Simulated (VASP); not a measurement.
A VASP calculation is set up with these files.

File KPOINTS:
```
K-points
0
gamma
 11 11 11
```

### POSCAR
```
Cu3Si
1
   -1.7866065300     1.7866065300     3.5960814118
    1.7866065300    -1.7866065300     3.5960814118
    1.7866065300     1.7866065300    -3.5960814118
Si Cu
1 3
Direct
  0.0000000000   1.0000000000   0.0000000000
  0.7500000000   0.2500000000   0.5000000000
  0.2500000000   0.7500000000   0.5000000000
  0.5000000000   0.5000000000   0.0000000000
```

INCAR:
```
SYSTEM = Cu3Si
PREC = Accurate; ENCUT = 400; LREAL = F
LASPH = T
EDIFF = 1E-6; NELM = 100; ALGO = Normal
LMAXMIX = 4
ISMEAR = 1; SIGMA = 0.1
GGA = PS
IBRION = 2; NSW = 60; ISIF = 3
EDIFFG = -0.02
LWAVE = F; LCHARG = F
```

POTCAR, in this order: Si Cu (PBE.64 set). Program: vasp_std.

**Question.** Write an equivalent input for Ansatz.

**Answer.** One equivalent input (not run):
Ansatz 0.2 input:
```yaml
crystal:
  lattice:
    - [-1.7866065, 1.7866065, 3.5960814]
    - [1.7866065, -1.7866065, 3.5960814]
    - [1.7866065, 1.7866065, -3.5960814]
  atoms:
    - { symbol: Si, position: [0.0000000, 1.0000000, 0.0000000] }
    - { symbol: Cu, position: [0.7500000, 0.2500000, 0.5000000] }
    - { symbol: Cu, position: [0.2500000, 0.7500000, 0.5000000] }
    - { symbol: Cu, position: [0.5000000, 0.5000000, 0.0000000] }
kpoints:
  mp_grid: { grid: [11, 11, 11] }
hamiltonian:
  xc: pbesol
  pseudopotentials: { kind: paw }
scf:
  occupations: { method: methfessel_paxton, width: 0.1 }
  max_iter: 100
relax:
  max_steps: 60
  f_tol: 0.02
  cell: {}
output: { forces: true, stress: true, eigenvalues: true }
```
The two are equivalent in intent, not identical: each code has its own PAW files, so the cut-off isn't converted (ENCUT is set for VASP's; basis.ecutwfc is left out, and Ansatz then takes the one that its files recommend); Ansatz stops its SCF on the density residual and VASP on the energy change (EDIFF).

The structure comes from a computed database's Cu3Si entry (I4/mmm); how it stands against other phases isn't given here. This run relaxes it. Symmetry was kept, so distortions that lower it aren't found. The start is the result of an earlier pass.
